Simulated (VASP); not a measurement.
```
CELL_PARAMETERS angstrom
     -1.87420     1.95245     8.31415
      1.87420    -1.95245     8.31415
      1.87420     1.95245    -8.31415
ATOMIC_POSITIONS crystal
  W  0.00000 0.00000 0.00000
  I  0.16072 0.16072 0.00000
  I  0.83928 0.83928 0.00000
  O  0.50000 0.00000 0.50000
  O  0.00000 0.50000 0.50000
```

Method: PBEsol GGA, VASP's PBE PAW potentials (set 64) (plane waves; VASP). Run with 400 eV cut-off, 5×5×5 Γ-centred mesh, Gaussian smearing of 0.10 eV, potentials W_sv I O.

At this cut-off the stress carries a Pulay error, which pulls relaxed volumes low. Unless said otherwise, spin-orbit coupling is left out, though it shifts the bands of the heavy elements here.

Question: What does the run give for the energy per atom (σ→0), pressure, largest force, band gap (on the k-mesh) with the smallest direct gap where there is one?

Answer: 
The band gap (on the k-mesh) is none (metal, semimetal or under 0.01 eV), the energy per atom (σ→0) is -6.791 eV/atom and the pressure comes out as -2.52 GPa. The largest force comes out as 0.01074 Ry/bohr.

Total energies compare only between runs with the same potentials, cut-off and functional.

The structure comes from a measured WI2O2 entry of the Crystallography Open Database, whose conditions weren't checked. The cell was not relaxed at this level. The k-mesh is coarse (spacing up to 0.46 per Å, 2π included), so the numbers may not be converged in it.
